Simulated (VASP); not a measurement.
Method: SCAN meta-GGA, VASP's PBE PAW potentials (set 64) (plane waves; VASP).

A VASP calculation is set up with these files.

### INCAR
```
! general
SYSTEM  = CeO2
PREC    = Accurate
ENCUT   = 520
LREAL   = .FALSE.
LASPH   = .TRUE.

! electronic loop
EDIFF   = 1E-6
NELM    = 100
ALGO    = Normal
LMAXMIX = 6
LMIXTAU = .TRUE.

! smearing
ISMEAR  = 0
SIGMA   = 0.05

! functional
METAGGA = SCAN

! spin
ISPIN   = 2
MAGMOM  = 1.0 2*0.0

! ions
IBRION  = 2
NSW     = 60
ISIF    = 3
EDIFFG  = -0.02

! output
LWAVE   = .FALSE.
LCHARG  = .FALSE.
LORBIT  = 10
```

### POSCAR
```
CeO2
1
    0.0000000000     2.6987112683     2.6987112683
    2.6987112683     0.0000000000     2.6987112683
    2.6987112683     2.6987112683     0.0000000000
Ce O
1 2
Direct
  0.0000000000   0.0000000000   0.0000000000
  0.2500000000   0.2500000000   0.2500000000
  0.7500000000   0.7500000000   0.7500000000
```

### KPOINTS
```
Automatic mesh
0
Gamma
7 7 7
0 0 0
```

POTCAR, in this order: Ce O (PBE.64 set). Program: vasp_std.

The resulting files:

OUTCAR:
```
 ion  position               nearest neighbor table
   1  0.000  0.000  0.000-   3 2.34   3 2.34   3 2.34   2 2.34   2 2.34   2 2.34   3 2.34   2 2.34
  LATTYP: Found a face centered cubic cell.
 ALAT       =     5.3974225366
 Subroutine PRICEL returns:
 Original cell was already a primitive cell.
 Subroutine GETGRP returns: Found 48 space group operations
The static configuration has the point symmetry O_h .
The dynamic configuration has the point symmetry O_h .
The overall configuration has the point symmetry O_h .
 Subroutine INISYM returns: Found 48 space group operations
 Subroutine IBZKPT returns following result:
 Found     20 irreducible k-points:

 Following reciprocal coordinates:
            Coordinates               Weight
  0.000000  0.000000  0.000000      1.000000
  0.142857  0.000000  0.000000      8.000000
  0.285714  0.000000  0.000000      8.000000
  0.428571  0.000000  0.000000      8.000000
  0.142857  0.142857  0.000000      6.000000
  0.285714  0.142857  0.000000     24.000000
  0.428571  0.142857  0.000000     24.000000
 -0.428571  0.142857  0.000000     24.000000
 -0.285714  0.142857  0.000000     24.000000
 -0.142857  0.142857  0.000000     12.000000
  0.285714  0.285714  0.000000      6.000000
  0.428571  0.285714  0.000000     24.000000
 -0.428571  0.285714  0.000000     24.000000
 -0.285714  0.285714  0.000000     12.000000
  0.428571  0.428571  0.000000      6.000000
 -0.428571  0.428571  0.000000     12.000000
  0.428571  0.285714  0.142857     24.000000
 -0.428571  0.285714  0.142857     48.000000
 -0.428571  0.428571  0.142857     24.000000
 -0.285714  0.428571  0.142857     24.000000
   k-points           NKPTS =     20   k-points in BZ     NKDIM =     20   number of bands    NBANDS=     17
   number of dos      NEDOS =    301   number of ions     NIONS =      3
   total plane-waves  NPLWV =  21952
   dimension x,y,z NGX =    28 NGY =   28 NGZ =   28
   dimension x,y,z NGXF=    56 NGYF=   56 NGZF=   56
   ions per type =               1   2
   PREC   = accura    normal or accurate (medium, high low for compatibility)
   ISTART =      0    job   : 0-new  1-cont  2-samecut
   ICHARG =      2    charge: 1-file 2-atom 10-const
   ISPIN  =      2    spin polarized calculation?
   LNONCOLLINEAR =      F non collinear calculations
   LSORBIT =      F    spin-orbit coupling
   INIWAV =      1    electr: 0-lowe 1-rand  2-diag
   ENCUT  =  520.0 eV  38.22 Ry    6.18 a.u.   7.10  7.10  7.10*2*pi/ulx,y,z
   NELM   =    100;   NELMIN=  2; NELMDL= -5     # of ELM steps
   EDIFF  = 0.1E-05   stopping-criterion for ELM
   LREAL  =      F    real-space projection
   NLSPLINE    = F    spline interpolate recip. space projectors
   LMAXMIX     =    6 max onsite mixed and CHGCAR
   VOSKOWN=      0    Vosko Wilk Nusair interpolation
   EDIFFG = -.2E-01   stopping-criterion for IOM
   NSW    =     60    number of steps for IOM
   NBLOCK =      1;   KBLOCK =     60    inner block; outer block
   IBRION =      2    ionic relax: 0-MD 1-quasi-New 2-CG
   NFREE  =      1    steps in history (QN), initial steepest desc. (CG)
   ISIF   =      3    stress and relaxation
   ISYM   =      2    0-nonsym 1-usesym 2-fastsym
   TEIN   =    0.0    initial temperature
   TEBEG  =    0.0;   TEEND  =   0.0 temperature during run
   SMASS  =  -3.00    Nose mass-parameter (am)
   PSTRESS=    0.0 pullay stress
   NELECT =      24.0000    total number of electrons
   EFERMI =   0.00;   METHOD = LEGACY
   ISMEAR =     0;   SIGMA  =   0.05  broadening in eV -4-tet -1-fermi 0-gaus
   IALGO  =     38    algorithm
   LDIAG  =      T    sub-space diagonalisation (order eigenvalues)
   IMIX   =      4    mixing-type and parameters
     AMIX     =   0.40;   BMIX     =  1.00
     AMIX_MAG =   1.60;   BMIX_MAG =  1.00
...
```

**OSZICAR**
```
       N       E                     dE             d eps       ncg     rms          rms(c)
DAV:   1     0.194166531312E+03    0.19417E+03   -0.11530E+04  1392   0.186E+03
DAV:   2    -0.374189313450E+02   -0.23159E+03   -0.21716E+03  1875   0.315E+02
DAV:   3    -0.804906600732E+02   -0.43072E+02   -0.36912E+02  1712   0.155E+02
DAV:   4    -0.821603547290E+02   -0.16697E+01   -0.16690E+01  2055   0.334E+01
DAV:   5    -0.822335571462E+02   -0.73202E-01   -0.73195E-01  2320   0.595E+00    0.326E+01
DAV:   6    -0.690725715444E+02    0.13161E+02   -0.45864E+01  2031   0.502E+01    0.138E+01
DAV:   7    -0.690476928642E+02    0.24879E-01   -0.24700E+01  2254   0.545E+01    0.185E+01
DAV:   8    -0.686962672538E+02    0.35143E+00   -0.50193E+00  2374   0.181E+01    0.816E+00
DAV:   9    -0.687217055081E+02   -0.25438E-01   -0.49819E+00  2412   0.170E+01    0.795E+00
DAV:  10    -0.684660072114E+02    0.25570E+00   -0.33435E+00  2259   0.185E+01    0.163E+00
DAV:  11    -0.684545394593E+02    0.11468E-01   -0.16308E-01  2078   0.459E+00    0.527E-01
DAV:  12    -0.684585284191E+02   -0.39890E-02   -0.19331E-02  2304   0.133E+00    0.278E-01
DAV:  13    -0.684606737061E+02   -0.21453E-02   -0.19286E-02  2408   0.139E+00    0.601E-01
DAV:  14    -0.684594905223E+02    0.11832E-02   -0.18873E-02  2194   0.151E+00    0.189E-01
DAV:  15    -0.684596130338E+02   -0.12251E-03   -0.97496E-04  2291   0.331E-01    0.555E-02
DAV:  16    -0.684595716046E+02    0.41429E-04   -0.31094E-04  1977   0.180E-01    0.410E-02
DAV:  17    -0.684595923303E+02   -0.20726E-04   -0.80398E-05  2365   0.818E-02    0.140E-02
DAV:  18    -0.684595960743E+02   -0.37440E-05   -0.31969E-05  2330   0.464E-02    0.997E-03
DAV:  19    -0.684595938184E+02    0.22559E-05   -0.25011E-06  1421   0.147E-02    0.179E-03
DAV:  20    -0.684595925828E+02    0.12356E-05   -0.39174E-07   824   0.781E-03    0.286E-03
DAV:  21    -0.684595921993E+02    0.38353E-06   -0.20680E-07   809   0.462E-03
   1 F= -.68459592E+02 E0= -.68459592E+02  d E =-.684596E+02  mag=    -0.0000
       N       E                     dE             d eps       ncg     rms          rms(c)
DAV:   1    -0.686220169761E+02   -0.16242E+00   -0.48780E+00  1424   0.221E+01    0.637E+00
DAV:   2    -0.684948936521E+02    0.12712E+00   -0.12222E+00  1968   0.129E+01    0.173E+00
DAV:   3    -0.684815027275E+02    0.13391E-01   -0.71862E-01  2008   0.768E+00    0.221E+00
DAV:   4    -0.684543524610E+02    0.27150E-01   -0.18491E-01  2034   0.430E+00    0.115E-01
DAV:   5    -0.684548189039E+02   -0.46644E-03   -0.66610E-03  2015   0.754E-01    0.234E-01
DAV:   6    -0.684539459427E+02    0.87296E-03   -0.18491E-03  1662   0.613E-01    0.147E-01
DAV:   7    -0.684547431636E+02   -0.79722E-03   -0.14752E-03  1489   0.552E-01    0.433E-02
DAV:   8    -0.684549341230E+02   -0.19096E-03   -0.32886E-04  2337   0.234E-01    0.212E-02
DAV:   9    -0.684549153559E+02    0.18767E-04   -0.14576E-04  2025   0.161E-01    0.217E-02
DAV:  10    -0.684549404359E+02   -0.25080E-04   -0.70347E-05  2183   0.106E-01    0.245E-02
DAV:  11    -0.684549352185E+02    0.52174E-05   -0.17768E-05  2401   0.432E-02    0.334E-03
DAV:  12    -0.684549388163E+02   -0.35978E-05   -0.80450E-07   827   0.113E-02    0.196E-03
DAV:  13    -0.684549403311E+02   -0.15147E-05   -0.47610E-07   753   0.824E-03    0.129E-03
DAV:  14    -0.684549399821E+02    0.34893E-06   -0.15610E-07   746   0.514E-03
   2 F= -.68454940E+02 E0= -.68454940E+02  d E =0.465222E-02  mag=    -0.0000
       N       E                     dE             d eps       ncg     rms          rms(c)
DAV:   1    -0.685164171929E+02   -0.61477E-01   -0.17481E+00  1488   0.133E+01    0.350E+00
DAV:   2    -0.684694808656E+02    0.46936E-01   -0.26618E-01  1808   0.576E+00    0.678E-01
DAV:   3    -0.684697191787E+02   -0.23831E-03   -0.13383E-01  1984   0.354E+00    0.114E+00
DAV:   4    -0.684632606840E+02    0.64585E-02   -0.40843E-02  2000   0.205E+00    0.119E-01
DAV:   5    -0.684635303963E+02   -0.26971E-03   -0.16598E-03  2178   0.340E-01    0.120E-01
DAV:   6    -0.684633717982E+02    0.15860E-03   -0.48852E-04  1530   0.314E-01    0.974E-02
DAV:   7    -0.684637437992E+02   -0.37200E-03   -0.23010E-04  1443   0.216E-01    0.218E-02
DAV:   8    -0.684637627207E+02   -0.18922E-04   -0.83495E-05  2340   0.118E-01    0.152E-02
DAV:   9    -0.684637608939E+02    0.18268E-05   -0.16015E-05  1932   0.276E-02    0.180E-02
DAV:  10    -0.684637854347E+02   -0.24541E-04   -0.20370E-05  1967   0.592E-02    0.120E-02
DAV:  11    -0.684637883313E+02   -0.28966E-05   -0.29681E-06  1247   0.234E-02    0.342E-03
DAV:  12    -0.684637872063E+02    0.11250E-05   -0.46168E-07   730   0.890E-03    0.129E-03
DAV:  13    -0.684637872253E+02   -0.18950E-07   -0.20429E-07   728   0.496E-03
   3 F= -.68463787E+02 E0= -.68463787E+02  d E =-.419503E-02  mag=    -0.0000
```

### OUTCAR
```
------------------------ aborting loop because EDIFF is reached ----------------------------------------
  FORCE on cell =-STRESS in cart. coord.  units (eV):
  Direction    XX          YY          ZZ          XY          YZ          ZX
  --------------------------------------------------------------------------------------
  Total        0.0145945      0.0145945      0.0145945      0.0000000      0.0000000     -0.0000000
  in kB        0.5872385      0.5872385      0.5872385      0.0000000      0.0000000     -0.0000000
  external PRESSURE =       0.5872385 kB  Pullay stress =       0.0000000 kB
  volume of cell :       39.82
      direct lattice vectors                 reciprocal lattice vectors
     0.000000000  2.710309094  2.710309094    -0.184480804  0.184480804  0.184480804
     2.710309094  0.000000000  2.710309094     0.184480804 -0.184480804  0.184480804
     2.710309094  2.710309094  0.000000000     0.184480804  0.184480804 -0.184480804
 POSITION                                       TOTAL-FORCE (eV/Angst)
 -----------------------------------------------------------------------------------
      0.00000      0.00000      0.00000        -0.000000     -0.000000     -0.000000
      1.35515      1.35515      1.35515         0.000000     -0.000000     -0.000000
      4.06546      4.06546      4.06546        -0.000000      0.000000      0.000000
 -----------------------------------------------------------------------------------
    total drift:                                0.000000      0.000000      0.000000
  FREE ENERGIE OF THE ION-ELECTRON SYSTEM (eV)
  ---------------------------------------------------
  free  energy   TOTEN  =       -68.4637872253 eV

  energy  without entropy=      -68.4637872253  energy(sigma->0) =      -68.46378723

 total charge

# of ion       s       p       d       f       tot
--------------------------------------------------
    1        2.107   5.820   0.868   0.890   9.685
    2        1.585   3.474   0.000   0.000   5.059
    3        1.585   3.474   0.000   0.000   5.059
--------------------------------------------------
tot          5.277  12.767   0.868   0.890  19.803

 magnetization (x)

# of ion       s       p       d       f       tot
--------------------------------------------------
    1        0.000  -0.000  -0.000  -0.000   0.000
    2        0.000   0.000   0.000   0.000   0.000
    3        0.000   0.000   0.000   0.000   0.000
--------------------------------------------------
tot          0.000   0.000  -0.000  -0.000   0.000

 reached required accuracy - stopping structural energy minimisation
```
(Selected blocks of OUTCAR.)

CONTCAR:
```
CeO2
   1.00000000000000
     0.0000000000000000    2.7103090941474943    2.7103090941474943
     2.7103090941474943    0.0000000000000000    2.7103090941474943
     2.7103090941474943    2.7103090941474943    0.0000000000000000
  Ce              O
     1     2
Direct
     0.0000000000000000    0.0000000000000000    0.0000000000000000
     0.2500000000000000    0.2500000000000000    0.2500000000000000
     0.7500000000000000    0.7500000000000000    0.7500000000000000
```

The moments were started parallel, and other spin orders were not tried in this run.

The structure comes from a measured CeO2 entry (Fm-3m) of the Crystallography Open Database, whose conditions weren't checked. This run relaxes it. Symmetry was kept, so distortions that lower it aren't found. The start is the result of an earlier pass.
